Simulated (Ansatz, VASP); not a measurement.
## ScTlS3: VASP beside Ansatz

```xyz
5
Lattice="5.0892 0.0000 0.0000 0.0000 5.0892 0.0000 0.0000 0.0000 5.0892" Properties=species:S:1:pos:R:3 pbc="T T T"
Sc    0.0000    0.0000    0.0000
Tl    2.5446    2.5446    2.5446
S     2.5446    0.0000    0.0000
S     0.0000    2.5446    0.0000
S     0.0000    0.0000    2.5446
```

Alike in both runs: task relaxation of cell and atoms; functional PBE; k mesh 8 × 8 × 8; occupations gaussian, width 0.1 eV; no spin polarisation.

|  | VASP | Ansatz |
| --- | --- | --- |
| version | VASP 6.6.1 | Ansatz 0.2.0 |
| potentials or method | VASP PAW PBE potentials, release 64 (Sc_sv, Tl_d, S) | scalar-relativistic, plane waves, PAW |
| plane-wave cutoff (eV) | 600 | 420 |
| valence electrons in the cell | 42 | 42 |

Ansatz gave:

| Quantity | Value |
| --- | --- |
| gap on the k mesh at the Fermi level, each at its own relaxed structure (eV) | none |
| relaxed volume (Å³/atom) | 25.47 |
| relaxed cell length with the largest relative difference (Å) | 5.031 |
| energy change over the relaxation (meV/atom) | -4 |

Question: Estimate VASP's values.

Answer: gap on the k mesh at the Fermi level, each at its own relaxed structure (eV): none; relaxed volume (Å³/atom): 25.53; relaxed cell length with the largest relative difference (Å): 5.035; energy change over the relaxation (meV/atom): -4.

A gap of «none» marks a metal or a gap that the smearing closes.

The runs have no spin-orbit coupling, so splittings on Tl are missing.
